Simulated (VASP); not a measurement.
Given:

```yaml
crystal:
  lattice:
    - [5.32440, 2.66220, 2.66220]
    - [2.66220, 5.32440, 2.66220]
    - [2.66220, 2.66220, 5.32440]
  atoms:
    - { symbol: Mn, position: [0.00000, 0.00000, 0.00000], spin: 5.0 }
    - { symbol: Mn, position: [0.50000, 0.50000, 0.50000], spin: -5.0 }
    - { symbol: S, position: [0.25000, 0.25000, 0.25000] }
    - { symbol: S, position: [0.75000, 0.75000, 0.75000] }
```

All values below come from PBE GGA, VASP's PBE PAW potentials (set 64) (plane waves; VASP). Run with 400 eV cut-off, 6×6×6 Γ-centred mesh, Gaussian smearing of 0.050 eV, potentials Mn_pv S.

Estimate the cell moment, energy per atom (σ→0), pressure, band gap (on the k-mesh) with the smallest direct gap where there is one.

- band gap (on the k-mesh): 1.07 eV
- smallest direct gap (on the k-mesh): 1.43 eV
- cell moment: 0.00 μB
- energy per atom (σ→0): -681.4 kJ/mol of atoms
- pressure: -7.41 GPa

Give the moment on each site (PAW-sphere projection).

```json
[
 {"site": "Mn1", "moment (μB)": "4.27"},
 {"site": "Mn2", "moment (μB)": "-4.27"},
 {"site": "S3", "moment (μB)": "0.00"},
 {"site": "S4", "moment (μB)": "0.00"}
]
```

Total energies compare only between runs with the same potentials, cut-off and functional.

The compound is MnS in the rock salt, AFM-II order structure. The cell was not relaxed at this level.
